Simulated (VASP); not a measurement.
All values below come from PBE GGA, VASP's PBE PAW potentials (set 64) (plane waves; VASP).

Input for VASP

File KPOINTS:
```
Automatic mesh
0
Gamma
 8 8 8
0 0 0
```

File POSCAR:
```
SnTe
1.0
  0.0000000000   3.2028760821   3.2028760821
  3.2028760821   0.0000000000   3.2028760821
  3.2028760821   3.2028760821   0.0000000000
Sn Te
1 1
Cartesian
  0.0000000000   0.0000000000   0.0000000000
  3.2028760821   3.2028760821   3.2028760821
```

### INCAR
```
SYSTEM  =  SnTe
PREC  =  Normal; ENCUT  =  400; LREAL  =  .FALSE.
LASPH  =  .TRUE.
EDIFF  =  1E-5; NELM  =  100; NELMIN  =  4
ALGO  =  Fast; LMAXMIX  =  4
ISMEAR  =  0; SIGMA  =  0.05
GGA  =  PE
IBRION  =  2; NSW  =  20; ISIF  =  2
EDIFFG  =  -0.03
LWAVE  =  .FALSE.; LCHARG  =  .FALSE.
```

POTCAR, in this order: Sn_d Te (PBE.64 set). Program: vasp_std.

Output of the run:

### OSZICAR
```
       N       E                     dE             d eps       ncg     rms          rms(c)
DAV:   1     0.109783309268E+03    0.10978E+03   -0.84746E+03   818   0.135E+03
DAV:   2     0.133668920437E+01   -0.10845E+03   -0.10694E+03   848   0.315E+02
DAV:   3    -0.740673562935E+01   -0.87434E+01   -0.85672E+01  1052   0.899E+01
DAV:   4    -0.762268810194E+01   -0.21595E+00   -0.21588E+00   950   0.155E+01
DAV:   5    -0.763002013292E+01   -0.73320E-02   -0.73319E-02  1140   0.258E+00    0.408E+00
RMM:   6    -0.756252052724E+01    0.67500E-01   -0.93799E-02   860   0.226E+00    0.253E+00
RMM:   7    -0.756368378226E+01   -0.11633E-02   -0.42906E-02   814   0.108E+00    0.824E-01
RMM:   8    -0.756382293453E+01   -0.13915E-03   -0.53061E-03   869   0.988E-01    0.704E-02
RMM:   9    -0.756382809097E+01   -0.51564E-05   -0.12432E-03   912   0.381E-01    0.475E-02
RMM:  10    -0.756386665363E+01   -0.38563E-04   -0.42328E-04  1017   0.223E-01    0.308E-02
RMM:  11    -0.756387693582E+01   -0.10282E-04   -0.66281E-05   811   0.839E-02    0.813E-03
RMM:  12    -0.756387692007E+01    0.15748E-07   -0.12349E-05   517   0.431E-02
   1 F= -.75638769E+01 E0= -.75636977E+01  d E =-.756388E+01
```

### OUTCAR
```
------------------------ aborting loop because EDIFF is reached ----------------------------------------
  FORCE on cell =-STRESS in cart. coord.  units (eV):
  Direction    XX          YY          ZZ          XY          YZ          ZX
  --------------------------------------------------------------------------------------
  Total        0.0192796      0.0192796      0.0192796      0.0000000      0.0000000     -0.0000000
  in kB        0.4700657      0.4700657      0.4700657      0.0000000      0.0000000     -0.0000000
  external PRESSURE =       0.4700657 kB  Pullay stress =       0.0000000 kB
  volume of cell :       65.71
      direct lattice vectors                 reciprocal lattice vectors
     0.000000000  3.202876082  3.202876082    -0.156109692  0.156109692  0.156109692
     3.202876082  0.000000000  3.202876082     0.156109692 -0.156109692  0.156109692
     3.202876082  3.202876082  0.000000000     0.156109692  0.156109692 -0.156109692
 POSITION                                       TOTAL-FORCE (eV/Angst)
 -----------------------------------------------------------------------------------
      0.00000      0.00000      0.00000         0.000000      0.000000      0.000000
      3.20288      3.20288      3.20288        -0.000000     -0.000000     -0.000000
 -----------------------------------------------------------------------------------
    total drift:                                0.000000     -0.000000     -0.000000
  FREE ENERGIE OF THE ION-ELECTRON SYSTEM (eV)
  ---------------------------------------------------
  free  energy   TOTEN  =        -7.5638769201 eV

  energy  without entropy=       -7.5635185575  energy(sigma->0) =       -7.56369774

 reached required accuracy - stopping structural energy minimisation
```
(Selected blocks of OUTCAR.)

The compound is SnTe in the rock salt structure, which distorts at low temperature. It was relaxed first.
